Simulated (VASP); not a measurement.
A convergence study with VASP on Ir (fcc): one setting is varied, all else stays as given below, so the limit is that of these other settings. The cell's lengths are 1 % over those of the tabulated start, so it is off equilibrium.

```yaml
crystal:
  lattice:
    - [0.00000, 1.93920, 1.93920]
    - [1.93920, 0.00000, 1.93920]
    - [1.93920, 1.93920, 0.00000]
  atoms:
    - { symbol: Ir, position: [0.00000, 0.00000, 0.00000] }
```

Computed with PBEsol GGA, VASP's PBE PAW potentials (set 64) (plane waves; VASP). The tightest run used: 1000 eV cut-off, 18×18×18 Γ-centred mesh, first-order Methfessel-Paxton smearing of 0.10 eV, potentials Ir.

**Question.** The settings run are ENCUT = 150; ENCUT = 250; ENCUT = 350; ENCUT = 450; ENCUT = 550; ENCUT = 600; ENCUT = 650; ENCUT = 700; ENCUT = 750; ENCUT = 800; ENCUT = 850; ENCUT = 1000. From which on does the energy per atom stay within 0.001 eV/atom of the tightest run?

**Answer.** From ENCUT = 350 on: it is off by 0.0001 there and by no more than 0.001 in any finer run, while ENCUT = 250 is off by 0.0105.
```json
[
 {"setting": "ENCUT = 150", "E (eV/atom)": "-9.3634", "pressure (GPa)": "-153.31", "plane waves": "70", "difference judged (eV/atom)": "0.4372"},
 {"setting": "ENCUT = 250", "E (eV/atom)": "-9.8111", "pressure (GPa)": "-12.75", "plane waves": "140", "difference judged (eV/atom)": "0.0105"},
 {"setting": "ENCUT = 350", "E (eV/atom)": "-9.8007", "pressure (GPa)": "-12.70", "plane waves": "229", "difference judged (eV/atom)": "0.0001"},
 {"setting": "ENCUT = 450", "E (eV/atom)": "-9.8008", "pressure (GPa)": "-12.53", "plane waves": "332", "difference judged (eV/atom)": "0.0001"},
 {"setting": "ENCUT = 550", "E (eV/atom)": "-9.8007", "pressure (GPa)": "-12.46", "plane waves": "444", "difference judged (eV/atom)": "0.0001"},
 {"setting": "ENCUT = 600", "E (eV/atom)": "-9.8008", "pressure (GPa)": "-12.43", "plane waves": "531", "difference judged (eV/atom)": "0.0001"},
 {"setting": "ENCUT = 650", "E (eV/atom)": "-9.8008", "pressure (GPa)": "-12.45", "plane waves": "568", "difference judged (eV/atom)": "0.0001"},
 {"setting": "ENCUT = 700", "E (eV/atom)": "-9.8008", "pressure (GPa)": "-12.46", "plane waves": "636", "difference judged (eV/atom)": "0.0001"},
 {"setting": "ENCUT = 750", "E (eV/atom)": "-9.8008", "pressure (GPa)": "-12.45", "plane waves": "701", "difference judged (eV/atom)": "0.0001"},
 {"setting": "ENCUT = 800", "E (eV/atom)": "-9.8007", "pressure (GPa)": "-12.45", "plane waves": "763", "difference judged (eV/atom)": "0.0001"},
 {"setting": "ENCUT = 850", "E (eV/atom)": "-9.8007", "pressure (GPa)": "-12.45", "plane waves": "869", "difference judged (eV/atom)": "0.0001"},
 {"setting": "ENCUT = 1000", "E (eV/atom)": "-9.8006", "pressure (GPa)": "-12.45", "plane waves": "1067", "difference judged (eV/atom)": "0.0000"}
]
```

Left out are rungs that failed or repeat a setting and relaxations that didn't move; long series are thinned to 24 rows.

The compound is Ir in the fcc structure. The cell was not relaxed at this level.
